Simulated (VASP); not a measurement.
Consider the following.

```
CrNaO2
1.0
    1.47574     0.85202     5.16560
   -1.47574     0.85202     5.16560
    0.00000    -1.70404     5.16560
Na Cr O
1 1 2
Direct
  0.50000   0.50000   0.50000
  0.00000   0.00000   0.00000
  0.26769   0.26769   0.26769
  0.73231   0.73231   0.73231
```

Level of theory: LDA (Ceperley-Alder, Perdew-Zunger) with spin-orbit coupling, VASP's LDA PAW potentials (set 64) (plane waves; VASP). Run with 520 eV cut-off, 8×8×8 Γ-centred mesh, Gaussian smearing of 0.050 eV, potentials Na_pv Cr_pv O.

The path is coarsely sampled, so an indirect gap can come out somewhat too large. The run has a spin-polarised start.

What does the run give for the energy per atom (σ→0), band gap (over mesh and band path) with the smallest direct gap where there is one?

```yaml
band gap (over mesh and band path): 0.66 eV
smallest direct gap (over mesh and band path): 0.86 eV
energy per atom (σ→0): -7.770 eV/atom
```

The absolute energy has meaning only against runs of the same code, potentials and settings.

The structure comes from a computed database's NaCrO2 entry (R-3m); how it stands against other phases isn't given here. It was relaxed first.
